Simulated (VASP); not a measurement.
A run of VASP 6.6.1 is set up as follows.

Contents of INCAR:

```
PREC = Normal
ENCUT = 520
EDIFF = 1E-4
ISMEAR = 0
SIGMA = 0.15
LREAL = Auto
LASPH = True
NELM = 60
ALGO = Fast
ISIF = 3
LWAVE = False
LCHARG = False
ISPIN = 2
MAGMOM = 2 2 1 1 0 0 0 0 0 0
LORBIT = 11
LMAXMIX = 4
GGA = PE
IBRION = 2
NSW = 24
EDIFFG = -0.08
KPAR = 2
```

The input KPOINTS:

```
Automatic mesh
0
Gamma
  3 3 3
```

Contents of POSCAR:

```
VMoS3
1.0
    0.0000000000      4.9582709800      4.9582709800
    4.9582709800      0.0000000000      4.9582709800
    4.9582709800      4.9582709800      0.0000000000
V Mo S
2 2 6
Direct
    0.0000000000      0.0000000000      0.0000000000
    0.5000000000      0.5000000000      0.5000000000
    0.2500000000      0.2500000000      0.2500000000
    0.7500000000      0.7500000000      0.7500000000
    0.8213262800      0.1786737200      0.1786737200
    0.1786737200      0.8213262800      0.8213262800
    0.1786737200      0.8213262800      0.1786737200
    0.8213262800      0.1786737200      0.8213262800
    0.1786737200      0.1786737200      0.8213262800
    0.8213262800      0.8213262800      0.1786737200
```

Potentials or basis: VASP PAW PBE potentials, release 64 (V_sv, Mo_sv, S).

Command:

```console
$ cat potpaw_PBE.64/V_sv/POTCAR potpaw_PBE.64/Mo_sv/POTCAR potpaw_PBE.64/S/POTCAR > POTCAR
$ mpirun -np 2 vasp_std > vasp.out
```

(1) Predict the site moments.

(2) Predict the relaxed cell.

Results:

(1) V -1.13; Mo -3.40; S +0.15 μB.

(2) a = 6.466 Å, b = 6.466 Å, c = 6.466 Å, α = 60.00°, β = 60.00°, γ = 60.00°.

Caveat: the k mesh is coarse (spacing up to 0.37 Å⁻¹), so the values aren't converged.
